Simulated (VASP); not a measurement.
All values below come from r2SCAN meta-GGA, VASP's PBE PAW potentials (set 64) (plane waves; VASP). Each cell was relaxed at this level, without spin-orbit coupling.

Which of these comes out without a gap?
A) RuAl, Pm-3m (221)
B) C, Fd-3m (227)
C) CuI, F-43m (216)
D) PbTe, Fm-3m (225)

A, RuAl, Pm-3m (221). The others have gaps of 4.33 eV (C, Fd-3m (227)), 1.09 eV (PbTe, Fm-3m (225)), 1.69 eV (CuI, F-43m (216)).
